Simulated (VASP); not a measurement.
All values below come from PBE GGA, VASP's PBE PAW potentials (set 64) (plane waves; VASP).

VASP ran on this input.

### POSCAR
```
GaP
1
    0.0000000000     2.7250000000     2.7250000000
    2.7250000000     0.0000000000     2.7250000000
    2.7250000000     2.7250000000     0.0000000000
Ga P
1 1
Direct
  0.0000000000   0.0000000000   0.0000000000
  0.2500000000   0.2500000000   0.2500000000
```

### KPOINTS
```
Automatic mesh
0
Gamma
6 6 6
0 0 0
```

INCAR:
```
SYSTEM = GaP
PREC = Accurate
ENCUT = 400
EDIFF = 1E-6
NELM = 100
ALGO = Normal
LREAL = .FALSE.
LASPH = .TRUE.
ISMEAR = 0
SIGMA = 0.05
GGA = PE
LMAXMIX = 4
LWAVE = .FALSE.
LCHARG = .FALSE.
ISIF = 2
```

POTCAR, in this order: Ga_d P (PBE.64 set). Program: vasp_std.

Estimate the energy per atom (σ→0), pressure, band gap (on the k-mesh).

- energy per atom (σ→0): -4.551 eV/atom
- band gap (on the k-mesh): 1.65 eV
- pressure: 2.29 GPa

File OSZICAR:
```
...
DAV:   6    -0.912751356845E+01    0.24672E+00   -0.47273E-01   643   0.128E+01    0.281E+00
DAV:   7    -0.910046561868E+01    0.27048E-01   -0.11899E-01   537   0.253E+00    0.113E+00
DAV:   8    -0.910062211583E+01   -0.15650E-03   -0.14973E-02   486   0.182E+00    0.171E-01
DAV:   9    -0.910100924622E+01   -0.38713E-03   -0.16175E-03   535   0.694E-01    0.893E-02
DAV:  10    -0.910107419396E+01   -0.64948E-04   -0.13258E-04   600   0.127E-01    0.417E-02
DAV:  11    -0.910114916930E+01   -0.74975E-04   -0.11010E-04   451   0.106E-01    0.646E-03
DAV:  12    -0.910114847816E+01    0.69114E-06   -0.42069E-06   526   0.331E-02
   1 F= -.91011485E+01 E0= -.91011485E+01  d E =-.411145E-17
```

The compound is GaP in the zinc blende structure. The cell was not relaxed at this level.
